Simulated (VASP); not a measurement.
Here is the system:

```yaml
crystal:
  lattice:
    - [2.01462, -3.48944, 0.00000]
    - [2.01462, 3.48944, 0.00000]
    - [0.00000, 0.00000, 7.60762]
  atoms:
    - { symbol: Ag, position: [0.66667, 0.33333, 0.51968] }
    - { symbol: Ag, position: [0.33333, 0.66667, 0.01968] }
    - { symbol: I, position: [0.66667, 0.33333, 0.85532] }
    - { symbol: I, position: [0.33333, 0.66667, 0.35532] }
```

Level of theory: LDA (Ceperley-Alder, Perdew-Zunger), VASP's LDA PAW potentials (set 64) (plane waves; VASP 6.6.1). Numerical set-up: 500 eV cut-off, 6×6×3 Γ-centred mesh, Gaussian smearing of 0.050 eV, potentials Ag I.

Unless said otherwise, spin-orbit coupling is left out, though it shifts the bands of the heavy elements here.

What does the run give for the energy per atom (σ→0), pressure, band gap (on the k-mesh) with the smallest direct gap where there is one?

```yaml
band gap (on the k-mesh): 0.94 eV
smallest direct gap (on the k-mesh): 0.94 eV
energy per atom (σ→0): -2.908 eV/atom
pressure: 10.02 GPa
```

The compound is AgI in the wurtzite structure. It was relaxed first under an external pressure of 10 GPa.
